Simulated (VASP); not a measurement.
These are PBE GGA, VASP's PBE PAW potentials (set 64) (plane waves; VASP) values and carry that method's errors.

VASP ran on this input.

### INCAR
```
! general
SYSTEM  = ZnO
PREC    = Accurate
ENCUT   = 650
LREAL   = F
LASPH   = T

! electronic loop
EDIFF   = 1E-7
NELM    = 100
ALGO    = Normal
LMAXMIX = 4

! smearing
ISMEAR  = 0
SIGMA   = 0.05

! functional
GGA     = PE

! ions
IBRION  = 6
NSW     = 1
ISIF    = 3
POTIM   = 0.015
NFREE   = 2

! output
LWAVE   = F
LCHARG  = F
```

### KPOINTS
```
Regular mesh
0
G
  7 7 4
0 0 0
```

POSCAR:
```
ZnO
1
    1.6429897518    -2.8457421785    -0.0000000000
    1.6429897518     2.8457421785     0.0000000000
    0.0000000000    -0.0000000000     5.3047318335
Zn O
2 2
Direct
  0.6666670000   0.3333330000   0.5012495157
  0.3333330000   0.6666670000   0.0012495157
  0.6666670000   0.3333330000   0.8807504843
  0.3333330000   0.6666670000   0.3807504843
```

POTCAR, in this order: Zn O (PBE.64 set). Program: vasp_std.

The resulting files:

**OUTCAR**
```
 ion  position               nearest neighbor table
   1  0.667  0.333  0.501-   4 2.00   4 2.00   4 2.00   3 2.01
   2  0.333  0.667  0.001-   3 2.00   3 2.00   3 2.00   4 2.01
   3  0.667  0.333  0.881-   2 2.00   2 2.00   2 2.00   1 2.01
   4  0.333  0.667  0.381-   1 2.00   1 2.00   1 2.00   2 2.01
  LATTYP: Found a hexagonal cell.
 ALAT       =     3.2859798951
 C/A-ratio  =     1.6143531010
 Subroutine PRICEL returns:
 Original cell was already a primitive cell.
 Subroutine GETGRP returns: Found 12 space group operations
The static configuration has the point symmetry C_3v.
 The point group associated with its full space group is C_6v.
The dynamic configuration has the point symmetry C_3v.
 Subroutine INISYM returns: Found 12 space group operations
 Subroutine IBZKPT returns following result:
 Found     24 irreducible k-points:

 Following reciprocal coordinates:
            Coordinates               Weight
  0.000000  0.000000  0.000000      1.000000
  0.142857  0.000000  0.000000      6.000000
  0.285714  0.000000  0.000000      6.000000
  0.428571 -0.000000  0.000000      6.000000
  0.142857  0.142857  0.000000      6.000000
  0.285714  0.142857  0.000000     12.000000
  0.428571  0.142857  0.000000      6.000000
  0.285714  0.285714  0.000000      6.000000
  0.000000  0.000000  0.250000      2.000000
  0.142857  0.000000  0.250000     12.000000
  0.285714  0.000000  0.250000     12.000000
  0.428571 -0.000000  0.250000     12.000000
  0.142857  0.142857  0.250000     12.000000
  0.285714  0.142857  0.250000     24.000000
  0.428571  0.142857  0.250000     12.000000
  0.285714  0.285714  0.250000     12.000000
  0.000000  0.000000  0.500000      1.000000
  0.142857  0.000000  0.500000      6.000000
  0.285714  0.000000  0.500000      6.000000
  0.428571 -0.000000  0.500000      6.000000
  0.142857  0.142857  0.500000      6.000000
  0.285714  0.142857  0.500000     12.000000
  0.428571  0.142857  0.500000      6.000000
  0.285714  0.285714  0.500000      6.000000
 Subroutine IBZKPT_HF returns following result:
   k-points           NKPTS =     24   k-points in BZ     NKDIM =     24   number of bands    NBANDS=     22
   number of dos      NEDOS =    301   number of ions     NIONS =      4
   total plane-waves  NPLWV =  37632
   dimension x,y,z NGX =    28 NGY =   28 NGZ =   48
   dimension x,y,z NGXF=    56 NGYF=   56 NGZF=   96
   ions per type =               2   2
   PREC   = accura    normal or accurate (medium, high low for compatibility)
   ISTART =      0    job   : 0-new  1-cont  2-samecut
   ICHARG =      2    charge: 1-file 2-atom 10-const
   ISPIN  =      1    spin polarized calculation?
   LNONCOLLINEAR =      F non collinear calculations
   LSORBIT =      F    spin-orbit coupling
   INIWAV =      1    electr: 0-lowe 1-rand  2-diag
   ENCUT  =  650.0 eV  47.77 Ry    6.91 a.u.   6.83  6.83 11.03*2*pi/ulx,y,z
   NELM   =    100;   NELMIN=  2; NELMDL= -5     # of ELM steps
   EDIFF  = 0.1E-06   stopping-criterion for ELM
   LREAL  =      F    real-space projection
   NLSPLINE    = F    spline interpolate recip. space projectors
   LMAXMIX     =    4 max onsite mixed and CHGCAR
   VOSKOWN=      0    Vosko Wilk Nusair interpolation
   EDIFFG = 0.1E-05   stopping-criterion for IOM
   NSW    =     85    number of steps for IOM
   NBLOCK =      1;   KBLOCK =     85    inner block; outer block
   IBRION =      6    ionic relax: 0-MD 1-quasi-New 2-CG
   NFREE  =      2    steps in history (QN), initial steepest desc. (CG)
   ISIF   =      3    stress and relaxation
   ISYM   =      2    0-nonsym 1-usesym 2-fastsym
   TEIN   =    0.0    initial temperature
   TEBEG  =    0.0;   TEEND  =   0.0 temperature during run
   SMASS  =  -3.00    Nose mass-parameter (am)
...
```

### OUTCAR
```


   1 f  =   15.243518 THz    95.777846 2PiTHz  508.469017 cm-1    63.042095 meV

   2 f  =   11.988628 THz    75.326770 2PiTHz  399.897580 cm-1    49.580959 meV

   3 f  =   11.988626 THz    75.326758 2PiTHz  399.897516 cm-1    49.580951 meV

   4 f  =   11.087685 THz    69.665981 2PiTHz  369.845369 cm-1    45.854961 meV

   5 f  =   11.087683 THz    69.665970 2PiTHz  369.845310 cm-1    45.854954 meV

   6 f  =   10.371148 THz    65.163845 2PiTHz  345.944259 cm-1    42.891602 meV

   7 f  =    7.356473 THz    46.222085 2PiTHz  245.385534 cm-1    30.423915 meV

   8 f  =    2.723771 THz    17.113961 2PiTHz   90.855235 cm-1    11.264608 meV

   9 f  =    2.723771 THz    17.113958 2PiTHz   90.855220 cm-1    11.264607 meV

  10 f/i=    0.002834 THz     0.017807 2PiTHz    0.094536 cm-1     0.011721 meV

  11 f/i=    0.002834 THz     0.017807 2PiTHz    0.094536 cm-1     0.011721 meV

  12 f/i=    0.006561 THz     0.041225 2PiTHz    0.218858 cm-1     0.027135 meV

 ELASTIC MODULI CONTR FROM IONIC RELAXATION (kBar)
 Direction    XX          YY          ZZ          XY          YZ          ZX
 --------------------------------------------------------------------------------
 XX        -571.6081    239.8259    318.3403     -0.0000     -0.0000      0.0000
 YY         239.8259   -571.6085    318.3404      0.0000     -0.0000     -0.0000
 ZZ         318.3403    318.3404   -610.8859      0.0000     -0.0000      0.0000
 XY          -0.0000      0.0000      0.0000   -405.7171      0.0000     -0.0000
 YZ           0.0000      0.0000     -0.0000      0.0000   -141.8392      0.0000
 ZX           0.0000     -0.0000      0.0000     -0.0000      0.0000   -141.8384
 --------------------------------------------------------------------------------

 TOTAL ELASTIC MODULI (kBar)
 Direction    XX          YY          ZZ          XY          YZ          ZX
 --------------------------------------------------------------------------------
 XX        1882.6398   1072.0804    926.1359     -0.0000     -0.0000      0.0000
 YY        1072.0804   1882.6410    926.1362      0.0000     -0.0000     -0.0000
 ZZ         926.1359    926.1362   2003.1812      0.0000     -0.0000      0.0000
 XY          -0.0000      0.0000      0.0000    405.2800      0.0000     -0.0000
 YZ           0.0000      0.0000     -0.0000      0.0000    370.1421      0.0000
 ZX           0.0000     -0.0000      0.0000     -0.0000      0.0000    370.1425
 --------------------------------------------------------------------------------
```
(Selected blocks of OUTCAR.)

The compound is ZnO in the wurtzite structure. It was relaxed first.
